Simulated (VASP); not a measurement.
## MgS: relaxation of cell and atoms with PBEsol

MgS:

```
CELL_PARAMETERS angstrom
0.00000 2.60440 2.60440
2.60440 0.00000 2.60440
2.60440 2.60440 0.00000
ATOMIC_POSITIONS crystal
Mg 0.00000 0.00000 0.00000
S 0.50000 0.50000 0.50000
```

The cell is a database's computed one.

```
Program                : VASP 6.6.1
Task                   : relaxation of cell and atoms
Functional             : PBEsol
Potentials or basis    : VASP PAW PBE potentials, release 64 (Mg, S)
Cutoff                 : 580 eV
k mesh                 : 8 × 8 × 8
Occupations            : gaussian, width 0.02 eV
Spin                   : no spin polarisation
Further INCAR settings : ALGO = Normal; EDIFF = 1e-07; IBRION = 2; EDIFFG = -0.005; NSW = 90; ISIF = 3
```

The relaxed volume is 17.36 Å³/atom and the relaxed cell is a = 3.661 Å, b = 3.661 Å, c = 3.661 Å, α = 60.00°, β = 60.00°, γ = 60.00°. The space group after relaxing (to 0.05 Å) is Fm-3m (No. 225), the energy gained by relaxing is 1.3 meV/atom and the ionic steps are 3. The pressure after relaxing is 0.0 GPa. The band gap on the k mesh is 2.73 eV, indirect (least direct gap 3.71 eV).

Step by step:
| step | energy change (eV) | largest force (eV/Å) | pressure (GPa) | volume (Å³) |
| --- | --- | --- | --- | --- |
| 1 | 0.0000 | 0.0000 | -1.35 | 35.33 |
| 2 | -0.0025 | 0.0000 | 0.31 | 34.58 |
| 3 | -0.0027 | 0.0000 | 0.00 | 34.71 |

Final structure:
```
Mg S
1.0
     0.00000    2.58906    2.58906
     2.58906    0.00000    2.58906
     2.58906    2.58906    0.00000
Mg S
1 1
Direct
  0.00000 0.00000 0.00000
  0.50000 0.50000 0.50000
```

Levels at points of the mesh, in eV from the valence-band top:
| k point | band 2 | band 3 | band 4 | band 5 | band 6 | band 7 |
| --- | --- | --- | --- | --- | --- | --- |
| (0.00, 0.00, 0.00) | 0.00 | 0.00 | 0.00 | 3.71 | 7.84 | 7.84 |
| (0.50, 0.00, 0.00) | -4.97 | -0.62 | -0.62 | 4.42 | 6.84 | 6.84 |
| (0.50, 0.50, 0.00) | -4.34 | -1.74 | -1.74 | 2.73 | 4.20 | 12.01 |

Run time: 28 s on 1 thread of Intel(R) Xeon(R) Platinum 8488C (Sapphire Rapids), on a shared host, peak memory 0.18 GiB.

Caveat: the PAW data sets were made with another functional, which shifts forces and pressure a little. A hybrid or GW would open this gap; PBEsol tends to underestimate it.
